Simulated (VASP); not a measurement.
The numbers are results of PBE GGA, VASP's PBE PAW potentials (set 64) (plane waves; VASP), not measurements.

Input for VASP

File KPOINTS:
```
k-points along high-symmetry lines
15
Line-mode
Reciprocal
  0.000000   0.000000   0.000000 ! GAMMA
  0.500000   0.000000   0.500000 ! X

  0.500000   0.000000   0.500000 ! X
  0.625000   0.250000   0.625000 ! U

  0.375000   0.375000   0.750000 ! K
  0.000000   0.000000   0.000000 ! GAMMA

  0.000000   0.000000   0.000000 ! GAMMA
  0.500000   0.500000   0.500000 ! L

  0.500000   0.500000   0.500000 ! L
  0.500000   0.250000   0.750000 ! W

  0.500000   0.250000   0.750000 ! W
  0.500000   0.000000   0.500000 ! X
```

### INCAR
```
ISMEAR  =  0
PREC  =  Accurate
ALGO  =  Normal   # blocked Davidson
SYSTEM  =  NaF
ICHARG  =  11
SIGMA  =  0.05
EDIFF  =  1E-7   # SCF stop (eV)
NELM  =  100
LCHARG  =  F
LREAL  =  F   # projection in real space or not
LASPH  =  T   # aspherical one-centre terms
LWAVE  =  F
ENCUT  =  520   # plane-wave cut-off (eV)
LORBIT  =  11   # lm-projected
GGA  =  PE
```

### POSCAR
```
NaF
2.3460490
  0.0000000000   1.0000000262   1.0000000262
  1.0000000262   0.0000000000   1.0000000262
  1.0000000262   1.0000000262   0.0000000000
Na F
1 1
direct
  0.0000000000   0.0000000000   0.0000000000
  0.5000000000   0.5000000000   0.5000000000
```

POTCAR, in this order: Na_pv F (PBE.64 set). Program: vasp_std. Read from the step before: CHGCAR.

Output of the run:

**OSZICAR**
```
       N       E                     dE             d eps       ncg     rms          rms(c)
DAV:   1     0.106294467328E+03    0.10629E+03   -0.82213E+03  2010   0.154E+03
DAV:   2    -0.196432200441E+01   -0.10826E+03   -0.10027E+03  2105   0.364E+02
DAV:   3    -0.816484492144E+01   -0.62005E+01   -0.61785E+01  2277   0.866E+01
DAV:   4    -0.823258451362E+01   -0.67740E-01   -0.67728E-01  2162   0.970E+00
DAV:   5    -0.823330550484E+01   -0.72099E-03   -0.72099E-03  2254   0.103E+00
DAV:   6    -0.823331794931E+01   -0.12444E-04   -0.12444E-04  2186   0.136E-01
DAV:   7    -0.823331822260E+01   -0.27329E-06   -0.27333E-06  2270   0.195E-02
DAV:   8    -0.823331822887E+01   -0.62626E-08   -0.62380E-08  1685   0.301E-03
   1 F= -.82333182E+01 E0= -.82333182E+01  d E =-.189250E-16
```

### OUTCAR
```
 val. band max:       -2.2420140104   @ k =   0.0000   0.0000   0.0000

 cond. band min:       3.8598019497   @ k =   0.0000   0.0000   0.0000



 k-point     1 :       0.0000    0.0000    0.0000
  band No.  band energies     occupation
      1     -21.3555      2.00000
      2     -21.3022      2.00000
      3     -21.3022      2.00000
      4     -21.3022      2.00000
      5      -2.2420      2.00000
      6      -2.2420      2.00000
      7      -2.2420      2.00000
      8       3.8598      0.00000
      9      16.4662      0.00000
     10      16.4662      0.00000
     11      16.4662      0.00000

 k-point     2 :       0.0357    0.0000    0.0357
  band No.  band energies     occupation
      1     -21.4272      2.00000
      2     -21.3027      2.00000
      3     -21.3027      2.00000
      4     -21.2273      2.00000
      5      -2.2732      2.00000
      6      -2.2474      2.00000
      7      -2.2474      2.00000
      8       3.9213      0.00000
      9      16.1935      0.00000
     10      16.4745      0.00000
     11      16.4745      0.00000

 k-point     3 :       0.0714    0.0000    0.0714
  band No.  band energies     occupation
      1     -21.5129      2.00000
      2     -21.3044      2.00000
      3     -21.3044      2.00000
      4     -21.1330      2.00000
      5      -2.3612      2.00000
      6      -2.2631      2.00000
      7      -2.2631      2.00000
      8       4.1006      0.00000
      9      15.6013      0.00000
     10      16.4986      0.00000
     11      16.4986      0.00000

 k-point     4 :       0.1071    0.0000    0.1071
  band No.  band energies     occupation
      1     -21.5889      2.00000
      2     -21.3072      2.00000
      3     -21.3072      2.00000
      4     -21.0445      2.00000
      5      -2.4917      2.00000
      6      -2.2882      2.00000
      7      -2.2882      2.00000
      8       4.3840      0.00000
      9      14.9312      0.00000
     10      16.5366      0.00000
...
```

The density is held fixed in this step, so its total energy and stress have no physical meaning.

The compound is NaF in the rock salt structure. It was relaxed first.
